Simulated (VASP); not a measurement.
A run of VASP 6.6.1 is set up as follows.

The input INCAR:

```
SYSTEM = Ir
  PREC = Accurate
  ENCUT = 600
  EDIFF = 1E-7
  ISMEAR = 1
  SIGMA = 0.1
  LREAL = .False.
  LASPH = .True.
  NELM = 80
  ALGO = Normal
  ISIF = 3
  LWAVE = .False.
  LCHARG = .False.
  GGA = AM
  IBRION = 2
  NSW = 90
  EDIFFG = -0.005
```

The input KPOINTS:

```
Automatic mesh
0
Gamma
  16 16 16
  0 0 0
```

POSCAR

```
Ir                                      
1.0
   -0.0000000000      1.9122682779      1.9122682779
    1.9122682779      0.0000000000      1.9122682779
    1.9122682779      1.9122682779      0.0000000000
  Ir            
     1
Direct
     0.0000000000000000    0.0000000000000000    0.0000000000000000
```

Potentials or basis: VASP PAW PBE potentials, release 64 (Ir).

Command:

```sh
$ cat potpaw_PBE.64/Ir/POTCAR > POTCAR
$ mpirun -np 1 vasp_std > vasp.out
```

(1) Estimate the band gap on the k mesh.

Answers

(1) none (metal or under the smearing width).

Caveat: the relaxation stopped at its first step, so nothing moved.
